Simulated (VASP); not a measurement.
All values below come from LDA (Ceperley-Alder, Perdew-Zunger), VASP's LDA PAW potentials (set 64) (plane waves; VASP). Each cell was relaxed at this level, without spin-orbit coupling.

Problem. Which of these comes out without a gap?
A. KTaO3, Pm-3m (221)
B. BAs, F-43m (216)
C. CdSe, P6_3mc (186)
D. CuAu, P4/mmm (123)

Solution. D, CuAu, P4/mmm (123). The others have gaps of 1.10 eV (BAs, F-43m (216)), 0.50 eV (CdSe, P6_3mc (186)), 2.06 eV (KTaO3, Pm-3m (221)).
